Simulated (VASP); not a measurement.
```
TlCl
1.0
    3.89326     0.00000     0.00000
    0.00000     3.89326     0.00000
    0.00000     0.00000     3.89326
Tl Cl
1 1
Direct
  0.00000   0.00000   0.00000
  0.50000   0.50000   0.50000
```

Method: PBE GGA, VASP's PBE PAW potentials (set 64) (plane waves; VASP). Numerical set-up: 400 eV cut-off, 8×8×8 Γ-centred mesh, tetrahedra with Blöchl corrections, potentials Tl_d Cl.

Unless said otherwise, spin-orbit coupling is left out, though it shifts the bands of the heavy elements here.

Task: Predict the energy per atom (σ→0), band gap (on the k-mesh) with the smallest direct gap where there is one.

Result: 
| Quantity | Result |
|---|---|
| band gap (on the k-mesh) | 2.19 eV |
| smallest direct gap (on the k-mesh) | 2.19 eV |
| energy per atom (σ→0) | -3.008 eV/atom |

Only differences to runs with the same potentials and settings are physical.

The compound is TlCl in the CsCl type structure. It was relaxed first.
